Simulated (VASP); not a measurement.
The system is LaGe2Pd2.

```xyz
5
Lattice="-2.1948 2.1948 5.0520 2.1948 -2.1948 5.0520 2.1948 2.1948 -5.0520" Properties=species:S:1:pos:R:3 pbc="T T T"
La    0.0000    0.0000    0.0000
Ge    0.0000    0.0000    6.3063
Ge    0.0000    0.0000    3.7978
Pd    2.1948    0.0000    2.5260
Pd    0.0000    2.1948    2.5260
```

The cell is a database's computed one.

| Property | Result |
| --- | --- |
| Program | VASP 6.6.1 |
| Task | relaxation of cell and atoms |
| Functional | PBEsol |
| Potentials or basis | VASP PAW PBE potentials, release 64 (La, Ge_d, Pd) |
| Cutoff | 600 eV |
| k mesh | 12 × 12 × 12 |
| Occupations | gaussian, width 0.1 eV |
| Spin | no spin polarisation |

At the start: pressure -3.0 GPa; volume 19.47 Å³/atom.

**Question.** Where does the relaxation end?

**Answer.** Over 10 steps the energy falls by 5.2 meV/atom and the volume is 18.96 Å³/atom (-2.6 %); space group I4/mmm (No. 139, to 0.05 Å).

The path:
```tsv
step	energy change (eV)	largest force (eV/Å)	pressure (GPa)	volume (Å³)
1	0.0000	0.1321	-3.05	97.34
2	0.0068	0.2598	3.84	92.22
3	-0.0249	0.0404	0.00	94.88
4	-0.0249	0.0442	0.04	94.83
5	-0.0255	0.0357	0.05	94.81
6	-0.0260	0.0185	0.05	94.78
7	-0.0260	0.0150	0.04	94.77
8	-0.0260	0.0056	-0.08	94.85
9	-0.0260	0.0050	-0.02	94.81
10	-0.0260	0.0009	0.01	94.78
```

Final structure:
```xyz
5
Lattice="-2.1678 2.1678 5.0422 2.1678 -2.1678 5.0422 2.1678 2.1678 -5.0422" Properties=species:S:1:pos:R:3 pbc="T T T"
La    2.1678    2.1678   -5.0422
Ge    0.0000    0.0000    6.2898
Ge    0.0000    0.0000    3.7945
Pd    2.1678    0.0000    2.5211
Pd    0.0000    2.1678    2.5211
```

Caveat: the PAW data sets were made with another functional, which shifts forces and pressure a little.
